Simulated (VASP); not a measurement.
# SiB (P6/mmm) in VASP: relaxation of cell and atoms with PBE

Aim: the relaxation of cell and atoms of SiB with PBE.

All numbers are computed with VASP 6.6.1; they aren't measurements. Logs are shortened: lines on timing, memory, paths and dates and some standing lists are left out, and cuts for length are marked.

### 1 The crystal as given

Symmetry: P6/mmm, No. 191, hexagonal system. The conventional cell has a = 2.469 Å, b = 2.469 Å, c = 4.703 Å, α = 90.00°, β = 90.00°, γ = 120.00°. Si (site symmetry 6/mmm) is surrounded by 2 B at 2.35 Å and 6 Si at 2.47 Å. Around B (site symmetry 6/mmm) lie 2 Si at 2.35 Å and 6 B at 2.47 Å.

The cell was built by a generator and needn't be a form met in nature.

### 2 Relaxation of cell and atoms, PBE

The input, INCAR:

```
PREC     = Normal         # precision mode
ENCUT    = 520            # plane-wave cutoff, eV
EDIFF    = 1E-4           # SCF threshold, eV
ISMEAR   = 0              # smearing method
SIGMA    = 0.15           # smearing width, eV
LREAL    = False          # projectors in reciprocal space
LASPH    = True           # aspherical terms in the spheres
NELM     = 60             # most SCF steps
ALGO     = Fast           # electronic algorithm
ISIF     = 3              # what is computed and relaxed
LWAVE    = False          # write WAVECAR
LCHARG   = False          # write CHGCAR
GGA      = PE             # functional
IBRION   = 2              # ionic algorithm
NSW      = 24             # ionic steps
EDIFFG   = -0.08          # ionic threshold
```

The input, KPOINTS:

```
regular mesh
0
Gamma
  9 9 5
```

The input, POSCAR:

```
SiB
1.0
    2.4693286500      0.0000000000      0.0000000000
   -1.2346643300      2.1385013400      0.0000000000
    0.0000000000      0.0000000000      4.7031015600
Si B
1 1
Direct
    0.0000000000      0.0000000000      0.0000000000
    0.0000000000      0.0000000000      0.5000000000
```

Potentials or basis: VASP PAW PBE potentials, release 64 (Si, B).

Launch:

```console
> cat potpaw_PBE.64/Si/POTCAR potpaw_PBE.64/B/POTCAR > POTCAR
> mpirun -np 1 vasp_std > vasp.out
```

OUTCAR:

```text
PREC = Normal
   ENCUT = 520
   EDIFF = 1E-4
   ISMEAR = 0
   LREAL = False
   LASPH = True
   NELM = 60
   ISIF = 3
   GGA = PE
   IBRION = 2
   NSW = 24
   EDIFFG = -0.08

 ion  position               nearest neighbor table
   1  0.000  0.000  0.000-   2 2.35   2 2.35
   2  0.000  0.000  0.500-   1 2.35   1 2.35

  LATTYP: Found a hexagonal cell.
 ALAT       =     2.4693286500
 C/A-ratio  =     1.9046073758

  Lattice vectors:

 A1 = (   2.4693286500,   0.0000000000,   0.0000000000)
 A2 = (  -1.2346643300,   2.1385013400,   0.0000000000)
 A3 = (   0.0000000000,   0.0000000000,   4.7031015600)

Analysis of symmetry for initial positions (statically):
=====================================================================
 Subroutine PRICEL returns:
 Original cell was already a primitive cell.

 Routine SETGRP: Setting up the symmetry group for a
 hexagonal supercell.

 Subroutine GETGRP returns: Found 24 space group operations
 (whereof 24 operations were pure point group operations)
 out of a pool of 24 trial point group operations.

The static configuration has the point symmetry D_6h.

Analysis of symmetry for dynamics (positions and initial velocities):
=====================================================================
 Subroutine PRICEL returns:
 Original cell was already a primitive cell.

 Routine SETGRP: Setting up the symmetry group for a
 hexagonal supercell.

 Subroutine GETGRP returns: Found 24 space group operations
 (whereof 24 operations were pure point group operations)
 out of a pool of 24 trial point group operations.

The dynamic configuration has the point symmetry D_6h.

 Subroutine INISYM returns: Found 24 space group operations
 (whereof 24 operations are pure point group operations),
 and found     1 'primitive' translations

----------------------------------------------------------------------------------------

                                     Primitive cell

  volume of cell :      24.8355

  direct lattice vectors                    reciprocal lattice vectors
     2.469328650  0.000000000  0.000000000     0.404968371  0.233808599  0.000000000
    -1.234664330  2.138501340  0.000000000     0.000000000  0.467617196  0.000000000
     0.000000000  0.000000000  4.703101560     0.000000000  0.000000000  0.212625644

  length of vectors
     2.469328650  2.469328651  4.703101560     0.467617196  0.467617196  0.212625644

  position of ions in fractional coordinates (direct lattice)
     0.000000000  0.000000000  0.000000000
     0.000000000  0.000000000  0.500000000

  ion indices of the primitive-cell ions
   primitive index   ion index
                 1           1
                 2           2

----------------------------------------------------------------------------------------

 KPOINTS: regular mesh

Automatic generation of k-mesh.
 Grid dimensions read from file:
 generate k-points for:    9    9    5

 Generating k-lattice:

  Cartesian coordinates                     Fractional coordinates (reciprocal lattice)
     0.044996486  0.025978733  0.000000000     0.111111111 -0.000000000  0.000000000
     0.000000000  0.051957466  0.000000000     0.000000000  0.111111111  0.000000000
     0.000000000  0.000000000  0.042525129     0.000000000  0.000000000  0.200000000

  Length of vectors
     0.051957466  0.051957466  0.042525129

  Shift w.r.t. Gamma in fractional coordinates (k-lattice)
     0.000000000  0.000000000  0.000000000

 Subroutine IBZKPT returns following result:
 ===========================================

 Found     36 irreducible k-points:

 Following reciprocal coordinates:
            Coordinates               Weight
  0.000000  0.000000  0.000000      1.000000
  0.111111 -0.000000  0.000000      6.000000
  0.222222 -0.000000  0.000000      6.000000
  0.333333  0.000000  0.000000      6.000000
  0.444444 -0.000000  0.000000      6.000000
  0.111111  0.111111  0.000000      6.000000
[... 16 lines left out ...]
  0.333333  0.222222  0.200000     24.000000
  0.333333  0.333333  0.200000      4.000000
 [... further k-points ...]
   k-points           NKPTS =     36   k-points in BZ     NKDIM =     36   number of bands    NBANDS=      7
   number of dos      NEDOS =    301   number of ions     NIONS =      2
   total plane-waves  NPLWV =   5488
   dimension x,y,z NGX =    14 NGY =   14 NGZ =   28
   dimension x,y,z NGXF=    28 NGYF=   28 NGZF=   56
   ions per type =               1   1
   NGX,Y,Z   is equivalent  to a cutoff of   9.43,  9.43,  9.90 a.u.
   NGXF,Y,Z  is equivalent  to a cutoff of  18.85, 18.85, 19.79 a.u.
 SYSTEM =  unknown system
   PREC   = normal    normal or accurate (medium, high low for compatibility)
   ISTART =      0    job   : 0-new  1-cont  2-samecut
   ICHARG =      2    charge: 1-file 2-atom 10-const
   ISPIN  =      1    spin polarized calculation?
   LNONCOLLINEAR =      F non collinear calculations
   LSORBIT =      F    spin-orbit coupling
   LASPH  =      T    aspherical Exc in radial PAW
   ENCUT  =  520.0 eV  38.22 Ry    6.18 a.u.   4.59  4.59  8.74*2*pi/ulx,y,z
   NELM   =     60;   NELMIN=  2; NELMDL= -5     # of ELM steps
   EDIFF  = 0.1E-03   stopping-criterion for ELM
   LREAL  =      F    real-space projection
   EDIFFG = -.8E-01   stopping-criterion for IOM
   NSW    =     24    number of steps for IOM
   IBRION =      2    ionic relax: 0-MD 1-quasi-New 2-CG
   NFREE  =      1    steps in history (QN), initial steepest desc. (CG)
   ISIF   =      3    stress and relaxation
   ISYM   =      2    0-nonsym 1-usesym 2-fastsym
   POTIM  = 0.5000    time-step for ionic-motion
   TEBEG  =    0.0;   TEEND  =   0.0 temperature during run
   PSTRESS=    0.0 pullay stress
   NELECT =       7.0000    total number of electrons
   NUPDOWN=      -1.0000    fix difference up-down
   EMIN   =  10.00;   EMAX   =-10.00  energy-range for DOS
   EFERMI =   0.00;   METHOD = LEGACY
   ISMEAR =     0;   SIGMA  =   0.15  broadening in eV -4-tet -1-fermi 0-gaus
   EFERMI_NEDOS =   21; number of points for ismear=-14 and -15
   IALGO  =     68    algorithm
   IMIX   =      4    mixing-type and parameters
     AMIX     =   0.40;   BMIX     =  1.00
     AMIX_MAG =   1.60;   BMIX_MAG =  1.00
  volume/ion in A,a.u.               =      12.42        83.80
  Fermi-wavevector in a.u.,A,eV,Ry     =   1.073371  2.028377 15.675621  1.152126
  Thomas-Fermi vector in A             =   2.209169
   LORBIT       =      0    0 simple, 1 ext, 2 COOP (PROOUT), +10 PAW based schemes
   GGA     = PE    functional components
   LHFCALC =     F    Hartree Fock is set to
   AEXX    =    0.0000 exact exchange contribution
   IVDW    =     0    specifies the selected vdW correction
   LEPSILON=     F    determine dielectric tensor
   LRPA    =     F    only Hartree local field effects (RPA)
 conjugate gradient relaxation of ions
 non-spin polarized calculation
 RMM-DIIS sequential band-by-band and
 Gauss-broadening in eV      SIGMA  =   0.15
  energy-cutoff  :      520.00
  volume of cell :       24.84
 maximum number of plane-waves:       680
   NGX =  9   NGY =  9   NGZ = 17

--------------------------------------- Ionic step        1  -------------------------------------------

 number of electron       7.0000001 magnetization

 Free energy of the ion-electron system (eV)
  ---------------------------------------------------
  ext. energy  EPLUGINS =         0.00000000
  ---------------------------------------------------
  free energy    TOTEN  =        -9.57731034 eV

  energy without entropy =       -9.56611815  energy(sigma->0) =       -9.57171425

------------------------ aborting loop because EDIFF is reached ----------------------------------------

  FORCE on cell =-STRESS in cart. coord.  units (eV):
  Direction    XX          YY          ZZ          XY          YZ          ZX
  --------------------------------------------------------------------------------------
  -------------------------------------------------------------------------------------
  Total       -0.6943671     -0.6943671     -5.0870011      0.0000000      0.0000000      0.0000000
  in kB      -44.7947338    -44.7947337   -328.1705727      0.0000001      0.0000000      0.0000000
  external PRESSURE =    -139.2533467 kB  Pullay stress =       0.0000000 kB

 VOLUME and BASIS-vectors are now :
 -----------------------------------------------------------------------------
  energy-cutoff  :      520.00
  volume of cell :       24.84
      direct lattice vectors                 reciprocal lattice vectors
     2.469328650  0.000000000  0.000000000     0.404968371  0.233808599  0.000000000
    -1.234664330  2.138501340  0.000000000     0.000000000  0.467617196  0.000000000
     0.000000000  0.000000000  4.703101560     0.000000000  0.000000000  0.212625644
[... 217 lines left out ...]
 POSITION                                       TOTAL-FORCE (eV/Angst)
 -----------------------------------------------------------------------------------
      1.26344      2.18835      0.00000         0.000000     -0.000000      0.000000
     -0.00000      0.00000      2.08130        -0.000000      0.000000      0.000000
 -----------------------------------------------------------------------------------
    total drift:                               -0.000000     -0.000000      0.000000

  FREE ENERGIE OF THE ION-ELECTRON SYSTEM (eV)
  ---------------------------------------------------
  free  energy   TOTEN  =        -9.9516958471 eV

  energy  without entropy=       -9.9430181651  energy(sigma->0) =       -9.94735701

--------------------------------------- Ionic step        8  -------------------------------------------

 number of electron       7.0000002 magnetization

 Free energy of the ion-electron system (eV)
  ---------------------------------------------------
  ext. energy  EPLUGINS =         0.00000000
  ---------------------------------------------------
  free energy    TOTEN  =        -9.95394239 eV

  energy without entropy =       -9.94616894  energy(sigma->0) =       -9.95005566

 E-fermi :   7.8397     XC(G=0): -11.2448

 val. band max:        7.7999615704   @ k =   0.2222   0.2222   0.0000
 cond. band min:       7.9185532097   @ k =   0.4444   0.1111   0.0000
 fundamental gap:      0.1185916393
 Fermi energy:         7.8397052957

 k-point     1 :       0.0000    0.0000    0.0000
  band No.  band energies     occupation
      1      -6.1875      2.00000
      2       1.4326      2.00000
      3       2.1196      2.00000
      4      16.0209      0.00000
      5      16.0209      0.00000
      6      20.7635      0.00000
      7      22.0530      0.00000

 k-point     2 :       0.1111   -0.0000    0.0000
  band No.  band energies     occupation
      1      -5.8259      2.00000
      2       1.7552      2.00000
      3       2.4361      2.00000
      4      14.1777      0.00000
      5      15.4103      0.00000
      6      19.2941      0.00000
      7      20.4396      0.00000
[... 201 lines left out ...]
 k-point    23 :       0.3333    0.2222    0.2000
  band No.  band energies     occupation
      1       0.7743      2.00000
      2       3.8577      2.00000
      3       4.9636      2.00000
      4       6.9238      2.00000
      5       7.7302      1.69810
      6      10.5380      0.00000
      7      13.5189      0.00000

 k-point    24 :       0.3333    0.3333    0.2000
  band No.  band energies     occupation
      1       2.8234      2.00000
      2       3.9307      2.00000
      3       3.9307      2.00000
      4       6.0047      2.00000
      5       8.5801      0.00000
      6       8.5801      0.00000
      7      13.6143      0.00000

 [... further k-points ...]
[... 5 lines left out ...]
  --------------------------------------------------------------------------------------
  -------------------------------------------------------------------------------------
  Total        0.0434847      0.0434847     -0.0979914     -0.0000000      0.0000000     -0.0000000
  in kB        3.0621554      3.0621554     -6.9004807     -0.0000000      0.0000000     -0.0000000
  external PRESSURE =      -0.2587233 kB  Pullay stress =       0.0000000 kB

 VOLUME and BASIS-vectors are now :
 -----------------------------------------------------------------------------
  energy-cutoff  :      520.00
  volume of cell :       22.75
      direct lattice vectors                 reciprocal lattice vectors
     2.520313940 -0.000000000  0.000000000     0.396775967  0.229078712  0.000000000
    -1.260156975  2.182655897 -0.000000000     0.000000000  0.458157423 -0.000000000
    -0.000000000  0.000000000  4.135990180    -0.000000000  0.000000000  0.241780071

 POSITION                                       TOTAL-FORCE (eV/Angst)
 -----------------------------------------------------------------------------------
     -0.00000      0.00000      0.00000         0.000000     -0.000000      0.000000
     -0.00000      0.00000      2.06800        -0.000000      0.000000      0.000000
 -----------------------------------------------------------------------------------
    total drift:                                0.000000      0.000000      0.000000

  FREE ENERGIE OF THE ION-ELECTRON SYSTEM (eV)
  ---------------------------------------------------
  free  energy   TOTEN  =        -9.9539423878 eV

  energy  without entropy=       -9.9461689374  energy(sigma->0) =       -9.95005566

 reached required accuracy - stopping structural energy minimisation
```

It took 11 s on 1 thread of Intel Xeon Platinum 8259CL at 2.50GHz (Skylake/Cascade Lake), shared host; peak memory 0.12 GiB.

What came out:

```yaml
Free_energy: -9.9539 eV
Relaxed_volume: 11.38 Å³/atom
Relaxed_cell: a = 2.520 Å, b = 2.520 Å, c = 4.136 Å, α = 90.00°, β = 90.00°, γ = 120.00°
Space_group_after_relaxing_to_0.05_Å: P6/mmm (No. 191)
Energy_gained_by_relaxing: 188.3 meV/atom
Ionic_steps: 8
Pressure_after_relaxing: 0.0 GPa
Band_gap_on_the_k_mesh: none (metal or under the smearing width)
```

The path:
```csv
step,energy change (eV),largest force (eV/Å),pressure (GPa),volume (Å³)
1,0.0000,0.0000,-13.93,24.84
2,-0.3075,0.0000,11.44,21.06
3,-0.3226,0.0000,5.48,21.62
4,-0.3716,0.0000,2.99,22.29
5,-0.3738,0.0000,2.43,22.46
6,-0.3738,0.0000,2.45,22.44
7,-0.3744,0.0000,-1.80,23.02
8,-0.3766,0.0000,-0.03,22.75
```

Final structure:
```
CELL_PARAMETERS angstrom
2.52031 0.00000 0.00000
-1.26016 2.18266 0.00000
0.00000 0.00000 4.13599
ATOMIC_POSITIONS crystal
Si 0.00000 0.00000 0.00000
B 0.00000 0.00000 0.50000
```

Caveat: the relaxation stopped at a loose force limit of 0.08 eV/Å, so its end isn't a converged minimum.
